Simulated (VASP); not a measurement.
Input:

```
CaF2
1.0
    0.00000     2.73000     2.73000
    2.73000     0.00000     2.73000
    2.73000     2.73000     0.00000
Ca F
1 2
Cartesian
  0.00000   0.00000   0.00000
  1.36500   1.36500   1.36500
  4.09500   4.09500   4.09500
```

The numbers are results of PBE GGA, VASP's PBE PAW potentials (set 64) (plane waves; VASP 6.6.1), not measurements. Settings: 520 eV cut-off, 5×5×5 Γ-centred mesh, Gaussian smearing of 0.050 eV, potentials Ca_sv F.

### Question
Predict the energy per atom (σ→0), pressure.

### Answer

- energy per atom (σ→0): -5776 meV/atom
- pressure: 2.61 GPa

Total energies compare only between runs with the same potentials, cut-off and functional.

The compound is CaF2 in the fluorite structure. The cell was not relaxed at this level.
